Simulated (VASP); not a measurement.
Here is the system:

```xyz
3
Lattice="0.0000 3.2796 3.2796 3.2796 0.0000 3.2796 3.2796 3.2796 0.0000" Properties=species:S:1:pos:R:3 pbc="T T T"
Na     1.6398     1.6398     1.6398
Na     4.9195     4.9195     4.9195
S      0.0000     0.0000     0.0000
```

Computed with revTPSS meta-GGA, VASP's PBE PAW potentials (set 64) (plane waves; VASP). Numerical set-up: 520 eV cut-off, 7×7×7 Γ-centred mesh, tetrahedra with Blöchl corrections, potentials Na_pv S.

### Question
Give the energies of bands 8 to 13 at the high-symmetry points, in eV from the valence-band maximum.

### Answer

| band | Γ | X | U | L | W |
|---|---|---|---|---|---|
| 8 | 0.00 | -1.45 | -1.21 | -1.64 | -1.00 |
| 9 | 0.00 | -0.46 | -0.93 | -0.13 | -1.00 |
| 10 | 0.00 | -0.46 | -0.35 | -0.13 | -0.58 |
| 11 | 2.64 | 3.84 | 4.55 | 5.09 | 4.79 |
| 12 | 8.05 | 6.33 | 6.71 | 6.43 | 7.52 |
| 13 | 8.05 | 8.76 | 8.18 | 7.35 | 7.54 |

The gap is direct, 2.64 eV, from the valence maximum at Γ to the conduction minimum at Γ.

The compound is Na2S in the antifluorite structure. It was relaxed first.
